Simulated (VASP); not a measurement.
Consider the following.

```
CELL_PARAMETERS angstrom
      0.00000     2.94625     2.94625
      2.94625     0.00000     2.94625
      2.94625     2.94625     0.00000
ATOMIC_POSITIONS crystal
  Cd 0.00000 0.00000 0.00000
  S  0.25000 0.25000 0.25000
```

These are rev-vdW-DF2, VASP's PBE PAW potentials (set 64) (plane waves; VASP) values and carry that method's errors. Settings: 520 eV cut-off, Gaussian smearing of 0.050 eV, potentials Cd S.

Q: What does the run give for the band gap (along the path) with the smallest direct gap where there is one?

A: 
```yaml
band gap (along the path): 0.93 eV
smallest direct gap (along the path): 0.93 eV
```

The absolute energy has meaning only against runs of the same code, potentials and settings.

The compound is CdS in the zinc blende structure, a metastable form; wurtzite is the usual one. It was relaxed first.
